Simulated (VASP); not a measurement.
Runs of VASP 6.6.1 on Ni. Symmetry: Fm-3m, No. 225, cubic system. Conventional cell: a = 3.462 Å, b = 3.462 Å, c = 3.462 Å, α = 90.00°, β = 90.00°, γ = 90.00°. Ni (site symmetry m-3m) has 12 Ni at 2.45 Å as nearest neighbours. 

```csv
level,k mesh,cutoff (eV),smearing,further INCAR settings,gap on the mesh (eV),pressure (GPa),moment (μB)
PBEsol,20 × 20 × 20,520,gaussian 0.5 eV,ALGO = Fast; EDIFF = 1e-06,none,(a),0.41
PBEsol,20 × 20 × 20,700,gaussian 0.1 eV,ALGO = Fast; EDIFF = 1e-06,none,0.1,0.62
r2SCAN,20 × 20 × 20,520,gaussian 0.1 eV,ALGO = Normal; EDIFF = 1e-06,none,3.2,0.71
PBEsol,32 × 32 × 32,520,gaussian 0.1 eV,ALGO = Fast; EDIFF = 1e-06,none,0.1,0.62
PBEsol,20 × 20 × 20,900,gaussian 0.1 eV,ALGO = Fast; EDIFF = 1e-06,none,0.1,0.62
```

Alike in all rows: task single point; potentials or basis VASP PAW PBE potentials, release 64 (Ni); spin collinear, ferromagnetic start; cell as given.

**Question.** Estimate the missing entries.

**Answer.** (a) 1.0.

Caveats: the PAW data sets were made with another functional, which shifts forces and pressure a little.

A k mesh can miss the band edges.

A gap of «none» marks a metal or a gap under the smearing width.

Not every run made on this cell is shown here.
